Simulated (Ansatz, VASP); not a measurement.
## Cs3GeO: VASP beside Ansatz

INCAR

```
SYSTEM = Cs3GeO
PREC = Accurate ; ENCUT = 520
EDIFF = 1E-7 ; ISMEAR = -1
SIGMA = 0.1 ; LREAL = .FALSE.
LASPH = .TRUE. ; NELM = 100
ALGO = Normal ; ISIF = 2
LWAVE = .FALSE. ; LCHARG = .FALSE.
GGA = PE ; NBANDS = 32
```

KPOINTS

```
Automatic mesh
0
G
  4 4 4
  0 0 0
```

Contents of POSCAR:

```
Cs3GeO
1.0
    5.3376710000      0.0000000000      0.0000000000
    0.0000000000      5.3376710000      0.0000000000
    0.0000000000      0.0000000000      5.3376710000
Cs O Ge
3 1 1
Direct
    0.5000000000      0.0000000000      0.5000000000
    0.0000000000      0.5000000000      0.5000000000
    0.5000000000      0.5000000000      0.0000000000
    0.5000000000      0.5000000000      0.5000000000
    0.0000000000      0.0000000000      0.0000000000
```

Input for Ansatz:

```yaml
crystal:
  lattice:
    - [5.337671, 0.0, 0.0]
    - [0.0, 5.337671, 0.0]
    - [0.0, 0.0, 5.337671]
  atoms:
    - { symbol: Cs, position: [0.5, 0.0, 0.5] }
    - { symbol: Cs, position: [0.0, 0.5, 0.5] }
    - { symbol: Cs, position: [0.5, 0.5, 0.0] }
    - { symbol: O, position: [0.5, 0.5, 0.5] }
    - { symbol: Ge, position: [0.0, 0.0, 0.0] }
  symmetry: { tolerance: 0.0003 }
kpoints:
  mp_grid: { grid: [4, 4, 4], shift: [0, 0, 0] }
magnetization:
  spin_polarized: false
scf:
  occupations: { method: fermi_dirac }
hamiltonian:
  pseudopotentials: { kind: paw }
  xc: pbe
basis:
  ecutwfc: 420
output:
  forces: true
  stress: true
  eigenvalues: true
```

The cell was built by a generator and needn't be a form met in nature.

Alike in both runs: task single point; functional PBE; k mesh 4 × 4 × 4; no spin polarisation.

```csv
,VASP,Ansatz
version,VASP 6.6.1,Ansatz 0.2.0
potentials or method,"VASP PAW PBE potentials, release 64 (Cs_sv, O, Ge_d)",PAW plane waves
plane-wave cutoff (eV),520,420
occupations,"fermi-dirac, width 0.1 eV",fermi-dirac
valence electrons in the cell,47,47
```

Ansatz gave:

| Quantity | Value |
| --- | --- |
| gap on the k mesh at the Fermi level (eV) | none |
| pressure (GPa) | 7.4 |

Problem. Estimate VASP's values.

Solution. gap on the k mesh at the Fermi level (eV): none; pressure (GPa): 7.8.

A gap of «none» marks a metal or a gap that the smearing closes.

Caveats: an odd number of electrons without spin polarisation forces a metal; a magnetic or distorted state may lie lower. Spin-orbit coupling is left out, which matters for the levels of Cs.
